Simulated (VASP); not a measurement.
Runs of VASP 6.6.1 on CuI2. The structure is cubic, space group Fm-3m (No. 225). The conventional cell has a = 7.023 Å, b = 7.023 Å, c = 7.023 Å, α = 90.00°, β = 90.00°, γ = 90.00°. Cu (site symmetry m-3m) is surrounded by 8 I at 3.04 Å. Around I (site symmetry -43m) lie 4 Cu at 3.04 Å. The cell comes from a database or a generator and needn't be the stable form of this composition.

| level | spin | U | fixed moment (μB) | gap on the mesh (eV) | pressure (GPa) | moment (μB) |
| --- | --- | --- | --- | --- | --- | --- |
| LDA | collinear, ferromagnetic start | - | - | none | -1.9 | 0.00 |
| LDA | collinear, zero start | - | - | none | -2.0 | 0.00 |
| LDA+U | off | Cu d U = 3 eV | - | none | -1.9 | - |
| LDA | collinear, random start | - | - | none | -2.0 | 0.00 |
| LDA | collinear, ferromagnetic start | - | 2 | - | -1.7 | 2.00 |
| LDA+U | collinear, ferromagnetic start | Cu d U = 3 eV | 0 | - | -1.9 | 0.00 |
| LDA+U | collinear, random start | Cu d U = 3 eV | - | none | -1.9 | 0.00 |
| LDA | off | - | - | none | (a) | - |

Alike in all rows: task single point; potentials or basis VASP PAW LDA potentials, release 64 (Cu, I); cell as given; k mesh 5 × 5 × 5; cutoff (eV) 520; smearing gaussian 0.05 eV.

Question: Estimate the missing entries.

Answer: (a) -1.8.

Caveats: semilocal functionals often make such compounds metallic where correlation or magnetic order opens a gap, which also shifts bond lengths (some runs); an odd number of electrons without spin polarisation forces a metal (some runs); a magnetic or distorted state may lie lower (some runs); the total moment is fixed, so each spin has its own Fermi level (some runs); U without spin polarisation on a metal has little footing (some runs); the moment is held away from its start (some runs).

A k mesh can miss the band edges, and the runs leave out spin-orbit coupling on I.

A gap of «none» marks a metal or a gap under the smearing width.
